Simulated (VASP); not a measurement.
# FeCoO3 (P4mm) in VASP: single point with LDA+U

Aim: the single point of FeCoO3 with LDA+U.

Everything below comes from runs of VASP 6.6.1. Logs are shortened: lines on timing, memory, paths and dates and some standing lists are left out, and cuts for length are marked.

**1. Starting point**

The structure is tetragonal, space group P4mm (No. 99). Conventional cell: a = 3.390 Å, b = 3.390 Å, c = 3.547 Å, α = 90.00°, β = 90.00°, γ = 90.00°. Fe (site symmetry 4mm) has 8 O at 2.22 to 2.42 Å as nearest neighbours. Co (site symmetry 4mm) is surrounded by 5 O at 1.55 to 1.71 Å. Around O (site symmetry 4mm) lie 1 Co at 1.55 Å. O (site symmetry 2mm) has 2 Co at 1.71 Å as nearest neighbours.

The cell was built by a generator and needn't be a form met in nature.

**2. Single point, LDA+U, non-collinear spin, typed start**

INCAR

```
SYSTEM = FeCoO3
  PREC = Accurate
  ENCUT = 520
  EDIFF = 1E-6
  ISMEAR = -1
  SIGMA = 0.1
  LREAL = .False.
  LASPH = .True.
  NELM = 150
  ALGO = Normal
  ISIF = 2
  LWAVE = .False.
  LCHARG = .False.
  LNONCOLLINEAR = .True.
  MAGMOM = -0.847 -1.729 3.506 -1.882 -2.225 0.711 0 0 0 0 0 0 0 0 0
  LORBIT = 11
  LMAXMIX = 4
  LDAU = .True.
  LDAUTYPE = 2
  LDAUL = 2 -1 -1
  LDAUU = 1.77 0 0
  LDAUJ = 0 0 0
  LDAUPRINT = 1
  NBANDS = 50
```

KPOINTS

```
Automatic mesh
0
Gamma
  5 5 5
  0 0 0
```

POSCAR

```
FeCoO3
1.0
    3.3904558800      0.0000000000      0.0000000000
    0.0000000000      3.3904558800      0.0000000000
    0.0000000000      0.0000000000      3.5473068000
Fe Co O
1 1 3
Direct
    0.0000000000      0.0000000000      0.0000000000
    0.5000000000      0.5000000000      0.5325000000
    0.5000000000      0.5000000000      0.0960000000
    0.5000000000      0.0000000000      0.5960000000
    0.0000000000      0.5000000000      0.5960000000
```

Potentials or basis: VASP PAW LDA potentials, release 64 (Fe, Co, O).

Started as:

```
> cat potpaw_LDA.64/Fe/POTCAR potpaw_LDA.64/Co/POTCAR potpaw_LDA.64/O/POTCAR > POTCAR
> mpirun -np 1 vasp_ncl > vasp.out
```

OUTCAR:

```text
SYSTEM = FeCoO3
   PREC = Accurate
   ENCUT = 520
   EDIFF = 1E-6
   ISMEAR = -1
   LREAL = .False.
   LASPH = .True.
   NELM = 150
   ISIF = 2
   LNONCOLLINEAR = .True.
   LORBIT = 11

 ion  position               nearest neighbor table
   1  0.000  0.000  0.000-   4 2.22   5 2.22   5 2.22   4 2.22   3 2.42   3 2.42   3 2.42   3 2.42
                             2 2.92   2 2.92   2 2.92   2 2.92   2 3.05   2 3.05   2 3.05   2 3.05
   2  0.500  0.500  0.532-   3 1.55   4 1.71   5 1.71   4 1.71   5 1.71   3 2.00   1 2.92   1 2.92
                             1 2.92   1 2.92   1 3.05   1 3.05   1 3.05   1 3.05
   3  0.500  0.500  0.096-   2 1.55   2 2.00   1 2.42   1 2.42   1 2.42   1 2.42
   4  0.500  0.000  0.596-   2 1.71   2 1.71   1 2.22   1 2.22
   5  0.000  0.500  0.596-   2 1.71   2 1.71   1 2.22   1 2.22

  LATTYP: Found a simple tetragonal cell.
 ALAT       =     3.3904558800
 C/A-ratio  =     1.0462624867

  Lattice vectors:

 A1 = (   3.3904558800,   0.0000000000,   0.0000000000)
 A2 = (   0.0000000000,   3.3904558800,   0.0000000000)
 A3 = (   0.0000000000,   0.0000000000,   3.5473068000)

Analysis of symmetry for initial positions (statically):
=====================================================================
 Subroutine PRICEL returns:
 Original cell was already a primitive cell.

 Routine SETGRP: Setting up the symmetry group for a
 simple tetragonal supercell.

 Subroutine GETGRP returns: Found  8 space group operations
 (whereof  8 operations were pure point group operations)
 out of a pool of 16 trial point group operations.

The static configuration has the point symmetry C_4v.

Analysis of symmetry for dynamics (positions and initial velocities):
=====================================================================
 Subroutine PRICEL returns:
 Original cell was already a primitive cell.

 Routine SETGRP: Setting up the symmetry group for a
 simple tetragonal supercell.

 Subroutine GETGRP returns: Found  8 space group operations
 (whereof  8 operations were pure point group operations)
 out of a pool of 16 trial point group operations.

The dynamic configuration has the point symmetry C_4v.

Analysis of structural, dynamic, and magnetic symmetry:
=====================================================================
 Subroutine PRICEL returns:
 Original cell was already a primitive cell.

 Routine SETGRP: Setting up the symmetry group for a
 simple tetragonal supercell.

 Subroutine GETGRP returns: Found  1 space group operations
 (whereof  1 operations were pure point group operations)
 out of a pool of 16 trial point group operations.

The overall configuration has the point symmetry C_1 .

 Subroutine INISYM returns: Found  1 space group operations
 (whereof  1 operations are pure point group operations),
 and found     1 'primitive' translations

----------------------------------------------------------------------------------------

                                     Primitive cell

  volume of cell :      40.7770

  direct lattice vectors                    reciprocal lattice vectors
     3.390455880  0.000000000  0.000000000     0.294945587  0.000000000  0.000000000
     0.000000000  3.390455880  0.000000000     0.000000000  0.294945587  0.000000000
     0.000000000  0.000000000  3.547306800     0.000000000  0.000000000  0.281904007

  length of vectors
     3.390455880  3.390455880  3.547306800     0.294945587  0.294945587  0.281904007

[... 129 lines left out ...]
 onsite density matrix

spin component  1

  0.9246  0.0000  0.0000  0.0000 -0.0000      0.0000  0.0000 -0.0000 -0.0000 -0.0000
  0.0000  0.9244 -0.0000  0.0000  0.0000     -0.0000 -0.0000 -0.0000 -0.0000  0.0000
  0.0000 -0.0000  0.9250 -0.0000  0.0000      0.0000  0.0000 -0.0000 -0.0000  0.0000
  0.0000  0.0000 -0.0000  0.9244 -0.0000      0.0000  0.0000  0.0000  0.0000 -0.0000
 -0.0000  0.0000  0.0000 -0.0000  0.9228      0.0000 -0.0000 -0.0000  0.0000 -0.0000
[... 19 lines left out ...]
  0.2697  0.0000  0.0000  0.0000  0.0000     -0.0000 -0.0000 -0.0000 -0.0000 -0.0000
  0.0000  0.2419 -0.0000  0.0000 -0.0000      0.0000  0.0000 -0.0000  0.0000  0.0000
  0.0000 -0.0000  0.3992 -0.0000  0.0000      0.0000  0.0000  0.0000 -0.0000  0.0000
  0.0000  0.0000 -0.0000  0.2419  0.0000      0.0000 -0.0000  0.0000  0.0000 -0.0000
  0.0000 -0.0000  0.0000  0.0000  0.2544      0.0000 -0.0000 -0.0000  0.0000  0.0000

 occupancies and eigenvectors

  o =  0.1920  v = -0.0000  0.0006  0.0000  0.0016 -0.0000 -0.0000  0.6957 -0.0000 -0.5153  0.0000      0.0000 -0.2024  0.0000  0.1509 -0.0000 -0.0000 -0.3432  0.0000  0.2627 -0.0000
  o =  0.1920  v =  0.0000 -0.0575 -0.0000 -0.0747 -0.0000  0.0000 -0.5770 -0.0000 -0.7730  0.0000      0.0000  0.1396  0.0000  0.1882 -0.0000  0.0000  0.0405 -0.0000  0.0645 -0.0000
  o =  0.2055  v = -0.0000 -0.0000  0.0000  0.0000  0.1464 -0.0000 -0.0000 -0.0000  0.0000  0.9557      0.0000  0.0000  0.0000 -0.0000 -0.2058 -0.0000 -0.0000  0.0000  0.0000  0.1515
  o =  0.2218  v =  0.2525  0.0000 -0.0000  0.0000  0.0000  0.4304  0.0000 -0.0000  0.0000  0.0000      0.0000 -0.0000  0.0000 -0.0000 -0.0000  0.8666 -0.0000 -0.0000  0.0000  0.0000
  o =  0.3608  v = -0.0000  0.0000 -0.1673  0.0000 -0.0000 -0.0000  0.0000 -0.9343  0.0000  0.0000      0.0000 -0.0000  0.1892 -0.0000 -0.0000 -0.0000 -0.0000 -0.2515  0.0000 -0.0000
  o =  0.9634  v = -0.0001  0.0000  0.8684  0.0000 -0.0000  0.0000 -0.0000 -0.2006 -0.0000  0.0000      0.0000 -0.0000 -0.4267 -0.0000 -0.0000  0.0000 -0.0000 -0.1535 -0.0000  0.0000
  o =  0.9717  v =  0.0001 -0.0000  0.0000  0.0000  0.7328 -0.0000  0.0000 -0.0000 -0.0000  0.0626      0.0000  0.0000 -0.0000 -0.0000  0.6318 -0.0000  0.0000 -0.0000 -0.0000 -0.2447
  o =  0.9724  v =  0.9676 -0.0000  0.0001 -0.0000 -0.0001 -0.1123 -0.0000 -0.0000  0.0000 -0.0000      0.0000 -0.0000 -0.0000  0.0000 -0.0001 -0.2262  0.0000 -0.0000  0.0000  0.0000
  o =  0.9743  v = -0.0000 -0.5590 -0.0000  0.3506  0.0000  0.0000 -0.0770  0.0000  0.0442 -0.0000      0.0000 -0.6072  0.0000  0.3634 -0.0000  0.0000  0.2012  0.0000 -0.1241 -0.0000
  o =  0.9743  v = -0.0000 -0.4612  0.0000 -0.7616 -0.0000  0.0000  0.0055  0.0000  0.0140  0.0000      0.0000 -0.2055  0.0000 -0.3182  0.0000  0.0000  0.1317 -0.0000  0.2150 -0.0000

 number of electron      34.9999983 magnetization      -1.0345664     -2.0825503      4.1503568

 Free energy of the ion-electron system (eV)
  ---------------------------------------------------
  ext. energy  EPLUGINS =         0.00000000
  ---------------------------------------------------
  free energy    TOTEN  =       -34.92841864 eV

  energy without entropy =      -34.84107114  energy(sigma->0) =      -34.88474489

 E-fermi :   7.6308     XC(G=0): -13.3928

 val. band max:        7.6292670622   @ k =   0.0000   0.2000   0.2000
 cond. band min:       7.6875030988   @ k =  -0.2000  -0.2000   0.0000
 fundamental gap:      0.0582360366
 Fermi energy:         7.6307724683

 k-point     1 :       0.0000    0.0000    0.0000
  band No.  band energies     occupation
      1     -14.0600      1.00000
      2     -13.7516      1.00000
      3     -11.3310      1.00000
      4     -11.0885      1.00000
      5     -10.9935      1.00000
      6     -10.7448      1.00000
[... 1189 lines left out ...]
     46      13.9502      0.00000
     47      16.7798      0.00000

 [... further k-points ...]

 [bands above 47 left out]

------------------------ aborting loop because EDIFF is reached ----------------------------------------

  FORCE on cell =-STRESS in cart. coord.  units (eV):
  Direction    XX          YY          ZZ          XY          YZ          ZX
  --------------------------------------------------------------------------------------
  -------------------------------------------------------------------------------------
  Total        9.1968431      9.1968561     15.2060860     -0.0000029     -0.0000033     -0.0000211
  in kB      361.3552855    361.3557964    597.4658379     -0.0001152     -0.0001291     -0.0008288
  external PRESSURE =     440.0589733 kB  Pullay stress =       0.0000000 kB

 VOLUME and BASIS-vectors are now :
 -----------------------------------------------------------------------------
  energy-cutoff  :      520.00
  volume of cell :       40.78
      direct lattice vectors                 reciprocal lattice vectors
     3.390455880  0.000000000  0.000000000     0.294945587  0.000000000  0.000000000
     0.000000000  3.390455880  0.000000000     0.000000000  0.294945587  0.000000000
     0.000000000  0.000000000  3.547306800     0.000000000  0.000000000  0.281904007

 POSITION                                       TOTAL-FORCE (eV/Angst)
 -----------------------------------------------------------------------------------
      0.00000      0.00000      0.00000         0.000001      0.000001     -1.389546
      1.69523      1.69523      1.88894         0.000057      0.000001      6.176380
      1.69523      1.69523      0.34054         0.000001     -0.000000     -7.748849
      1.69523      0.00000      2.11419         0.000002     -0.000001      1.481006
      0.00000      1.69523      2.11419        -0.000060     -0.000000      1.481009
 -----------------------------------------------------------------------------------
    total drift:                               -0.000001     -0.000003      0.000480

  FREE ENERGIE OF THE ION-ELECTRON SYSTEM (eV)
  ---------------------------------------------------
  free  energy   TOTEN  =       -34.9284186437 eV

  energy  without entropy=      -34.8410711375  energy(sigma->0) =      -34.88474489

 total charge

# of ion       s       p       d       tot
------------------------------------------
    1        0.246   0.272   6.011   6.529
    2        0.639   1.174   7.761   9.574
    3        1.578   3.483   0.000   5.061
    4        1.572   3.504   0.000   5.076
    5        1.572   3.504   0.000   5.076
--------------------------------------------------
tot          5.606  11.937  13.772  31.315

 magnetization (x)

# of ion       s       p       d       tot
------------------------------------------
    1       -0.005  -0.005  -0.800  -0.810
    2        0.000   0.000  -0.064  -0.064
    3       -0.002  -0.041   0.000  -0.042
    4       -0.002  -0.039   0.000  -0.042
    5       -0.002  -0.039   0.000  -0.042
--------------------------------------------------
tot         -0.011  -0.124  -0.864  -1.000

 magnetization (y)

# of ion       s       p       d       tot
------------------------------------------
    1       -0.010  -0.010  -1.611  -1.632
    2        0.000   0.000  -0.129  -0.128
    3       -0.003  -0.082   0.000  -0.085
    4       -0.004  -0.079   0.000  -0.084
    5       -0.004  -0.079   0.000  -0.084
--------------------------------------------------
tot         -0.022  -0.250  -1.740  -2.012

 magnetization (z)

# of ion       s       p       d       tot
------------------------------------------
    1        0.020   0.020   3.212   3.252
    2       -0.001  -0.001   0.256   0.255
    3        0.007   0.163   0.000   0.170
    4        0.009   0.158   0.000   0.167
    5        0.009   0.158   0.000   0.167
--------------------------------------------------
tot          0.044   0.499   3.468   4.011
```

Wall time 15 min (1 thread of Intel Xeon Platinum 8375C at 2.90GHz (Ice Lake), shared host); peak memory 0.46 GiB.

Results:

```yaml
Free_energy: -34.9284 eV
Pressure: 44.0 GPa
Largest_force: 7.749 eV/Å
Band_gap_on_the_k_mesh: none (metal or under the smearing width)
Net_moment: 4.76 μB per cell
Valence_electrons_inside_the_program's_atomic_spheres: Fe 6.53; Co 9.57; O 5.06, 5.08
```

Forces on the atoms (eV/Å):
```
Fe   0.000  0.000 -1.390
Co   0.000  0.000  6.176
O    0.000  0.000 -7.749
O    0.000  0.000  1.481
O    0.000  0.000  1.481
```

Stress tensor (GPa, compression positive):
```
36.14  0.00  0.00
 0.00 36.14  0.00
 0.00  0.00 59.75
```

Moments on the atoms (μB; x, y, z):
```
Fe  -0.81 -1.63  3.25
Co  -0.06 -0.13  0.26
O   -0.04 -0.09  0.17
O   -0.04 -0.08  0.17
O   -0.04 -0.08  0.17
```

Caveat: the k mesh is coarse (spacing up to 0.37 Å⁻¹), so the values aren't converged; a pressure of tens of GPa on the cell as given is suspect, and the run, the potentials or the cell itself is likely at fault; forces of over 1 eV/Å show positions far from the minimum, so gaps and moduli don't describe the material at rest. The state reached can hang on the start; a lower one may exist.
